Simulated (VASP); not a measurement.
Here is the system:

```xyz
2
Lattice="0.0000 2.7528 2.7528 2.7528 0.0000 2.7528 2.7528 2.7528 0.0000" Properties=species:S:1:pos:R:3 pbc="T T T"
Al     0.0000     0.0000     0.0000
P      1.3764     1.3764     1.3764
```

Level of theory: PBE GGA, VASP's PBE PAW potentials (set 64) (plane waves; VASP). Numerical set-up: 400 eV cut-off, 12×12×12 Γ-centred mesh, Gaussian smearing of 0.010 eV, potentials Al P.

Q: Give the electronic dielectric tensor ε∞ (DFPT, local fields included).

A: 
```
8.15  0.00  0.00
0.00  8.15  0.00
0.00  0.00  8.15
```

Q: Give the Born effective charges.

A: 
```
atom   Z*xx   Z*yy   Z*zz   mean
----  -----  -----  -----  -----
Al1    2.24   2.24   2.24   2.24
P2    -2.24  -2.24  -2.24  -2.24
```

Q: And the static tensor with the ions free?

A: 
```
10.4  0.00  0.00
0.00  10.4  0.00
0.00  0.00  10.4
```

Q: Which frequencies do the optical Γ-point modes have (no LO-TO splitting)?

A: 426 (×3) cm⁻¹.

The compound is AlP in the zinc blende structure. It was relaxed first.
